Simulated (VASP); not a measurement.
Output of a VASP run:

OSZICAR:
```
       N       E                     dE             d eps       ncg     rms          rms(c)
DAV:   1     0.100165226235E+03    0.10017E+03   -0.83237E+03   528   0.117E+03
DAV:   2    -0.197325667889E+01   -0.10214E+03   -0.98002E+02   565   0.274E+02
DAV:   3    -0.624992163374E+01   -0.42767E+01   -0.42655E+01   635   0.581E+01
DAV:   4    -0.629195511629E+01   -0.42033E-01   -0.42026E-01   699   0.513E+00
DAV:   5    -0.629215761015E+01   -0.20249E-03   -0.20249E-03   625   0.305E-01    0.620E+00
DAV:   6    -0.607365045666E+01    0.21851E+00   -0.46069E-01   560   0.957E+00    0.495E+00
DAV:   7    -0.605169447561E+01    0.21956E-01   -0.10715E-01   595   0.251E+00    0.180E+00
DAV:   8    -0.604969599924E+01    0.19985E-02   -0.10493E-02   535   0.148E+00    0.499E-01
DAV:   9    -0.604941196587E+01    0.28403E-03   -0.80973E-04   610   0.347E-01    0.134E-01
DAV:  10    -0.604939966631E+01    0.12300E-04   -0.98305E-05   553   0.981E-02    0.568E-02
DAV:  11    -0.604940336842E+01   -0.37021E-05   -0.21864E-05   601   0.481E-02    0.286E-02
DAV:  12    -0.604940256151E+01    0.80691E-06   -0.19943E-06   500   0.135E-02
   1 F= -.60494026E+01 E0= -.60494026E+01  d E =-.604940E+01
```

OUTCAR:
```
------------------------ aborting loop because EDIFF is reached ----------------------------------------
  FORCE on cell =-STRESS in cart. coord.  units (eV):
  Direction    XX          YY          ZZ          XY          YZ          ZX
  --------------------------------------------------------------------------------------
  Total       -0.0006444     -0.0006444     -0.0006444     -0.0000000     -0.0000000      0.0000000
  in kB       -0.0155979     -0.0155979     -0.0155979     -0.0000000     -0.0000000      0.0000000
  external PRESSURE =      -0.0155979 kB  Pullay stress =       0.0000000 kB
  volume of cell :       66.19
      direct lattice vectors                 reciprocal lattice vectors
     0.000000000  3.210652880  3.210652880    -0.155731566  0.155731566  0.155731566
     3.210652880  0.000000000  3.210652880     0.155731566 -0.155731566  0.155731566
     3.210652880  3.210652880  0.000000000     0.155731566  0.155731566 -0.155731566
  FREE ENERGIE OF THE ION-ELECTRON SYSTEM (eV)
  ---------------------------------------------------
  free  energy   TOTEN  =        -6.0494025615 eV

  energy  without entropy=       -6.0494025615  energy(sigma->0) =       -6.04940256

 reached required accuracy - stopping structural energy minimisation
```
(Selected blocks of OUTCAR.)

File POSCAR:
```
CdTe
1
    0.0000000000     3.2106528800     3.2106528800
    3.2106528800     0.0000000000     3.2106528800
    3.2106528800     3.2106528800     0.0000000000
Cd Te
1 1
Direct
  0.0000000000   0.0000000000   0.0000000000
  0.2500000000   0.2500000000   0.2500000000
```

Task: Reconstruct the remaining input files.

Result: Several could match; the one computed here: the input of the run itself, LDA (Ceperley-Alder, Perdew-Zunger), plane waves, VASP's LDA PAW potentials (set 64).

### INCAR
```
SYSTEM = CdTe
PREC = Accurate
ENCUT = 500
EDIFF = 1E-6
NELM = 100
ALGO = Normal
LREAL = .FALSE.
LASPH = .TRUE.
ISMEAR = 0
SIGMA = 0.05
LMAXMIX = 4
LWAVE = .FALSE.
LCHARG = .FALSE.
IBRION = 2
ISIF = 3
NSW = 40
EDIFFG = -0.02
```

**KPOINTS**
```
Automatic mesh
0
gamma
7 7 7
```

POTCAR, in this order: Cd Te (LDA.64 set). Program: vasp_std.

The compound is CdTe in the zinc blende structure. It was relaxed first.
